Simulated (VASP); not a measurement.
Output of a VASP run:

OSZICAR:
```
...
RMM:   9    -0.613665736974E-02   -0.10957E-09   -0.17476E-09  7137   0.858E-06    0.973E-08
 Linear response progress:
  Degree of freedom:   2/  4
       N       E                     dE             d eps       ncg     rms          rms(c)
RMM:   1    -0.217688682987E-01   -0.21769E-01    0.49609E-02  5075   0.102E+00
RMM:   2    -0.188354762911E-01    0.29334E-02   -0.14084E-04  3409   0.195E-01    0.935E-02
RMM:   3    -0.182379672695E-01    0.59751E-03   -0.91733E-04  3368   0.142E-01    0.315E-02
RMM:   4    -0.183027308255E-01   -0.64764E-04   -0.71493E-05  3494   0.452E-02    0.127E-02
RMM:   5    -0.183554588366E-01   -0.52728E-04   -0.14578E-05  3601   0.189E-02    0.354E-03
RMM:   6    -0.183646124988E-01   -0.91537E-05   -0.13382E-06  3547   0.509E-03    0.349E-04
RMM:   7    -0.183635832401E-01    0.10293E-05   -0.28555E-07  3685   0.796E-04    0.140E-04
RMM:   8    -0.183633917664E-01    0.19147E-06   -0.18265E-08  3618   0.280E-04    0.893E-06
RMM:   9    -0.183634423485E-01   -0.50582E-07   -0.18483E-10  3728   0.410E-05    0.401E-06
RMM:  10    -0.183634305326E-01    0.11816E-07    0.62620E-09  3628   0.170E-05    0.490E-07
RMM:  11    -0.183634309698E-01   -0.43725E-09    0.37410E-09  2853   0.833E-06    0.186E-07
 Linear response progress:
  Degree of freedom:   3/  4
       N       E                     dE             d eps       ncg     rms          rms(c)
RMM:   1    -0.608833514886E-02   -0.60883E-02   -0.19078E-03 11358   0.360E-01
RMM:   2    -0.601380511952E-02    0.74530E-04   -0.46975E-05 10041   0.387E-02    0.172E-02
RMM:   3    -0.601859258064E-02   -0.47875E-05   -0.12591E-06 10426   0.823E-03    0.105E-02
RMM:   4    -0.603262229001E-02   -0.14030E-04   -0.16457E-06 10430   0.110E-02    0.241E-04
RMM:   5    -0.603237299753E-02    0.24929E-06   -0.32029E-07 11111   0.438E-04    0.916E-05
RMM:   6    -0.603231204704E-02    0.60950E-07   -0.72994E-08 10695   0.108E-04    0.902E-06
RMM:   7    -0.603232025415E-02   -0.82071E-08   -0.34293E-08 11291   0.246E-05    0.336E-06
 Linear response progress:
  Degree of freedom:   4/  4
       N       E                     dE             d eps       ncg     rms          rms(c)
RMM:   1    -0.186099856177E-01   -0.18610E-01    0.78951E-02  5078   0.102E+00
RMM:   2    -0.185491016847E-01    0.60884E-04   -0.98946E-06  3383   0.191E-01    0.958E-02
RMM:   3    -0.179612712071E-01    0.58783E-03   -0.12043E-03  3486   0.148E-01    0.324E-02
RMM:   4    -0.179965419778E-01   -0.35271E-04    0.64683E-05  3445   0.435E-02    0.142E-02
RMM:   5    -0.180633463278E-01   -0.66804E-04    0.35512E-05  3621   0.219E-02    0.377E-03
RMM:   6    -0.180775365997E-01   -0.14190E-04   -0.36777E-06  3574   0.574E-03    0.376E-04
RMM:   7    -0.180769585622E-01    0.57804E-06    0.65558E-07  3681   0.801E-04    0.183E-04
RMM:   8    -0.180765763623E-01    0.38220E-06   -0.35150E-07  3637   0.350E-04    0.106E-05
RMM:   9    -0.180766132673E-01   -0.36905E-07   -0.47130E-08  3768   0.530E-05    0.415E-06
RMM:  10    -0.180766025862E-01    0.10681E-07    0.44782E-09  3652   0.214E-05    0.772E-07
RMM:  11    -0.180766033468E-01   -0.76062E-09    0.19558E-09  3017   0.108E-05    0.201E-07
 Linear response finished
```

**OUTCAR**
```
------------------------ aborting loop because EDIFF is reached ----------------------------------------

   1 f  =   17.017985 THz   106.927151 2PiTHz  567.658866 cm-1    70.380698 meV
             X         Y         Z           dx          dy          dz
      0.000000  0.000000  0.000000    -0.000000   -0.000000    0.499983
      0.000000  0.000000  3.731870    -0.000000   -0.000000    0.499983
     -0.000001  1.339296  1.865935     0.000000    0.000000   -0.500017
      1.159865  0.669647  5.597805     0.000000    0.000000   -0.500017

   2 f  =   13.094304 THz    82.273940 2PiTHz  436.778976 cm-1    54.153667 meV
             X         Y         Z           dx          dy          dz
      0.000000  0.000000  0.000000    -0.000000    0.000000    0.000000
      0.000000  0.000000  3.731870    -0.000000    0.000000    0.000000
     -0.000001  1.339296  1.865935     0.000000   -0.000000   -0.707107
      1.159865  0.669647  5.597805     0.000000   -0.000000    0.707107

   3 f  =   12.673423 THz    79.629466 2PiTHz  422.739894 cm-1    52.413043 meV
             X         Y         Z           dx          dy          dz
      0.000000  0.000000  0.000000     0.499933   -0.000000    0.000000
      0.000000  0.000000  3.731870     0.499933   -0.000000   -0.000000
     -0.000001  1.339296  1.865935    -0.500067    0.000000   -0.000000
      1.159865  0.669647  5.597805    -0.500067    0.000000    0.000000

   4 f  =   12.673421 THz    79.629451 2PiTHz  422.739814 cm-1    52.413033 meV
             X         Y         Z           dx          dy          dz
      0.000000  0.000000  0.000000    -0.000000   -0.499933   -0.000000
      0.000000  0.000000  3.731870    -0.000000   -0.499933    0.000000
     -0.000001  1.339296  1.865935     0.000000    0.500067    0.000000
      1.159865  0.669647  5.597805     0.000000    0.500067    0.000000

   5 f  =   12.447993 THz    78.213047 2PiTHz  415.220351 cm-1    51.480739 meV
             X         Y         Z           dx          dy          dz
      0.000000  0.000000  0.000000    -0.000000   -0.000000    0.707107
      0.000000  0.000000  3.731870     0.000000   -0.000000   -0.707107
     -0.000001  1.339296  1.865935     0.000000    0.000000    0.000000
      1.159865  0.669647  5.597805     0.000000    0.000000   -0.000000

   6 f  =    9.775042 THz    61.418398 2PiTHz  326.060292 cm-1    40.426306 meV
             X         Y         Z           dx          dy          dz
      0.000000  0.000000  0.000000    -0.707107    0.000000   -0.000000
      0.000000  0.000000  3.731870     0.707107   -0.000000    0.000000
     -0.000001  1.339296  1.865935    -0.000000    0.000000    0.000000
      1.159865  0.669647  5.597805    -0.000000   -0.000000    0.000000

   7 f  =    9.775040 THz    61.418386 2PiTHz  326.060231 cm-1    40.426298 meV
             X         Y         Z           dx          dy          dz
      0.000000  0.000000  0.000000     0.000000    0.707107    0.000000
      0.000000  0.000000  3.731870    -0.000000   -0.707107   -0.000000
     -0.000001  1.339296  1.865935     0.000000    0.000000    0.000000
      1.159865  0.669647  5.597805    -0.000000   -0.000000    0.000000

   8 f  =    8.859949 THz    55.668699 2PiTHz  295.536075 cm-1    36.641787 meV
             X         Y         Z           dx          dy          dz
      0.000000  0.000000  0.000000    -0.000000    0.000000   -0.000000
      0.000000  0.000000  3.731870    -0.000000   -0.000000   -0.000000
     -0.000001  1.339296  1.865935    -0.707107    0.000000   -0.000000
      1.159865  0.669647  5.597805     0.707107   -0.000000   -0.000000

   9 f  =    8.859947 THz    55.668689 2PiTHz  295.536019 cm-1    36.641780 meV
             X         Y         Z           dx          dy          dz
      0.000000  0.000000  0.000000    -0.000000   -0.000000   -0.000000
      0.000000  0.000000  3.731870    -0.000000    0.000000    0.000000
     -0.000001  1.339296  1.865935     0.000000    0.707107   -0.000000
      1.159865  0.669647  5.597805    -0.000000   -0.707107   -0.000000

  10 f/i=    0.000594 THz     0.003729 2PiTHz    0.019797 cm-1     0.002455 meV
             X         Y         Z           dx          dy          dz
      0.000000  0.000000  0.000000    -0.000000    0.000000    0.500017
      0.000000  0.000000  3.731870    -0.000000    0.000000    0.500017
     -0.000001  1.339296  1.865935    -0.000000    0.000000    0.499983
...
```
(Selected blocks of OUTCAR.)

File POSCAR:
```
Be
1
    2.3197280000     0.0000000000     0.0000000000
   -1.1598640000     2.0089430000     0.0000000000
    0.0000000000     0.0000000000     7.4637400000
Be
4
Direct
  0.0000000000   0.0000000000   0.0000000000
  0.0000000000   0.0000000000   0.5000000000
  0.3333330000   0.6666670000   0.2500000000
  0.6666670000   0.3333330000   0.7500000000
```

Problem. Write an INCAR and KPOINTS that could have produced this output.

Solution. This is not unique; one that fits is the input of the run itself, PBE GGA, plane waves, VASP's PBE PAW potentials (set 64).

File KPOINTS:
```
Automatic mesh
0
Gamma
16 16 5
0 0 0
```

### INCAR
```
! general
SYSTEM  =Be
PREC    =Accurate
ENCUT   =300   ! plane-wave cut-off (eV)
LREAL   =.FALSE.   ! projection in real space or not
LASPH   =.TRUE.   ! aspherical one-centre terms

! electronic loop
EDIFF   =1E-8   ! SCF stop (eV)
NELM    =100   ! most electronic steps
ALGO    =Normal

! smearing
ISMEAR  =0
SIGMA   =0.136   ! width (eV)

! functional
GGA     =PE   ! PBE

! ions
IBRION  =8   ! DFPT with symmetry
NSW     =1   ! most ionic steps
ISIF    =2

! output
LWAVE   =.FALSE.
LCHARG  =.FALSE.

! other
LEPSILON=.FALSE.
```

POTCAR, in this order: Be (PBE.64 set). Program: vasp_std.

The structure was generated: Be was put into an ordered model structure, which need not be its known phase. The cell was not relaxed at this level. The run is one of a series of settings (EDIFF = 1E-8, IBRION = 8, LEPSILON = .FALSE., NSW = 1 against the base run), some of them coarse on purpose.
